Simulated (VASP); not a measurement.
Ta: optical spectrum with PBE

The system is Ta.

```xyz
1
Lattice="-1.6600 1.6600 1.6600 1.6600 -1.6600 1.6600 1.6600 1.6600 -1.6600" Properties=species:S:1:pos:R:3 pbc="T T T"
Ta    0.0000    0.0000    0.0000
```

The cell was built by a generator and needn't be a form met in nature.

```yaml
Program: VASP 6.6.1
Task: optical spectrum
Functional: PBE
Potentials_or_basis: VASP PAW PBE potentials, release 64 (Ta_pv)
Cutoff: 520 eV
k_mesh: 22 × 22 × 22
Occupations: methfessel-paxton, width 0.1 eV
Spin: no spin polarisation
Further_INCAR_settings: ALGO = Fast; EDIFF = 1e-07
```

* Pressure: 0.1 GPa
* Band gap on the k mesh: none (metal or under the smearing width)

Levels at points of the mesh, in eV from the Fermi level:
| k point | band 3 | band 4 | band 5 | band 6 | band 7 | band 8 | band 9 |
| --- | --- | --- | --- | --- | --- | --- | --- |
| (0.00, 0.00, 0.00) | -33.13 | -7.85 | 0.74 | 0.74 | 0.74 | 3.96 | 3.96 |
| (0.50, 0.00, 0.00) | -33.14 | -4.30 | -1.49 | 1.52 | 3.83 | 4.84 | 7.65 |
| (0.50, 0.50, 0.50) | -33.91 | -3.70 | -3.70 | 6.71 | 6.71 | 6.71 | 8.52 |

Dielectric function (mean over the directions given):
```csv
energy (eV),real part,imaginary part
0.32,16.45,6.03
0.95,17.40,5.05
1.66,16.33,7.09
2.30,17.28,7.88
3.01,12.06,14.18
3.65,6.02,14.60
4.36,8.37,14.23
4.99,5.01,20.94
5.71,-9.57,12.82
6.34,-7.15,6.70
7.05,-4.12,4.43
7.77,-2.13,3.23
8.40,-1.90,4.08
9.11,-2.77,4.39
9.75,-3.38,4.03
10.46,-2.87,2.09
11.10,-2.67,1.09
11.81,-2.00,0.71
12.44,-1.71,0.27
13.16,-1.13,0.07
13.87,-0.74,0.04
14.50,-0.49,0.03
15.22,-0.28,0.03
15.85,-0.12,0.02
16.56,0.03,0.02
17.20,0.14,0.02
17.91,0.25,0.01
18.55,0.34,0.01
19.26,0.42,0.01
19.97,0.50,0.01
```

It took 54 s on 1 thread of Intel(R) Xeon(R) Platinum 8488C (Sapphire Rapids) (shared host), peak memory 0.25 GiB.

Caveat: independent-particle spectra lack excitons; the intraband (Drude) part of a metal's response may be missing. Spin-orbit coupling is left out, which matters for the levels of Ta.
